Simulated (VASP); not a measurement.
Level of theory: PBE GGA, VASP's PBE PAW potentials (set 64) (plane waves; VASP 6.6.1).

VASP input:

**INCAR**
```
SYSTEM=Ru3C
PREC=Accurate; ENCUT=520; LREAL=F
LASPH=T
EDIFF=1E-6; NELM=100; ALGO=Normal
LMAXMIX=4
ISMEAR=0; SIGMA=0.05
GGA=PE
ISIF=2
LWAVE=F; LCHARG=F
```

File POSCAR:
```
Ru3C
4.4544880
  0.0000000000   0.7071068549   0.7071068549
  0.7071068549   0.0000000000   0.7071068549
  0.7071068549   0.7071068549   0.0000000000
C Ru
1 3
Cartesian
  0.0000000000   0.0000000000   0.0000000000
  0.7071068549   0.7071068549   0.7071068549
  0.3535534275   0.3535534275   0.3535534275
  1.0606602824   1.0606602824   1.0606602824
```

File KPOINTS:
```
Automatic mesh
0
Gamma
6 6 6
0 0 0
```

POTCAR, in this order: C Ru_pv (PBE.64 set). Program: vasp_std.

Output

### OSZICAR
```
       N       E                     dE             d eps       ncg     rms          rms(c)
DAV:   1     0.491591741663E+03    0.49159E+03   -0.28443E+04   864   0.179E+03
DAV:   2    -0.109135160155E+02   -0.50251E+03   -0.49381E+03   897   0.521E+02
DAV:   3    -0.317557722097E+02   -0.20842E+02   -0.19421E+02  1194   0.899E+01
DAV:   4    -0.323346258919E+02   -0.57885E+00   -0.55335E+00  1079   0.127E+01
DAV:   5    -0.323526735309E+02   -0.18048E-01   -0.17961E-01  1138   0.198E+00    0.143E+01
DAV:   6    -0.320914039432E+02    0.26127E+00   -0.37230E+01  1207   0.372E+01    0.138E+01
DAV:   7    -0.312418509691E+02    0.84955E+00   -0.25884E+01  1180   0.268E+01    0.108E+01
DAV:   8    -0.299489006425E+02    0.12930E+01   -0.56571E+00  1214   0.144E+01    0.258E+00
DAV:   9    -0.299115146699E+02    0.37386E-01   -0.46908E-01  1076   0.458E+00    0.103E+00
DAV:  10    -0.299065988785E+02    0.49158E-02   -0.29878E-02  1209   0.147E+00    0.480E-01
DAV:  11    -0.299064821529E+02    0.11673E-03   -0.22552E-03  1016   0.434E-01    0.491E-02
DAV:  12    -0.299064693316E+02    0.12821E-04   -0.19723E-04  1216   0.779E-02    0.182E-02
DAV:  13    -0.299064682735E+02    0.10580E-05   -0.10878E-05   977   0.244E-02    0.855E-03
DAV:  14    -0.299064677283E+02    0.54523E-06   -0.33753E-06   869   0.175E-02
   1 F= -.29906468E+02 E0= -.29904322E+02  d E =-.429176E-02
```

OUTCAR:
```
------------------------ aborting loop because EDIFF is reached ----------------------------------------
  FORCE on cell =-STRESS in cart. coord.  units (eV):
  Direction    XX          YY          ZZ          XY          YZ          ZX
  --------------------------------------------------------------------------------------
  Total      -14.0815867    -14.0815867    -14.0815867     -0.0000000     -0.0000000      0.0000000
  in kB     -360.9804289   -360.9804289   -360.9804289     -0.0000000     -0.0000000      0.0000000
  external PRESSURE =    -360.9804289 kB  Pullay stress =       0.0000000 kB
  volume of cell :       62.50
      direct lattice vectors                 reciprocal lattice vectors
     0.000000000  3.149799000  3.149799000    -0.158740288  0.158740288  0.158740288
     3.149799000  0.000000000  3.149799000     0.158740288 -0.158740288  0.158740288
     3.149799000  3.149799000  0.000000000     0.158740288  0.158740288 -0.158740288
 POSITION                                       TOTAL-FORCE (eV/Angst)
 -----------------------------------------------------------------------------------
      0.00000      0.00000      0.00000         0.000000     -0.000000      0.000000
      3.14980      3.14980      3.14980         0.000000     -0.000000      0.000000
      1.57490      1.57490      1.57490        -0.000000     -0.000000     -0.000000
      4.72470      4.72470      4.72470         0.000000      0.000000      0.000000
 -----------------------------------------------------------------------------------
    total drift:                                0.000000      0.000000      0.000000
  FREE ENERGIE OF THE ION-ELECTRON SYSTEM (eV)
  ---------------------------------------------------
  free  energy   TOTEN  =       -29.9064677283 eV

  energy  without entropy=      -29.9021759644  energy(sigma->0) =      -29.90432185
```
(Selected blocks of OUTCAR.)

The structure was generated: Ru3C was put into the D03 type (Fm-3m), which need not be its known phase. The cell was not relaxed at this level.
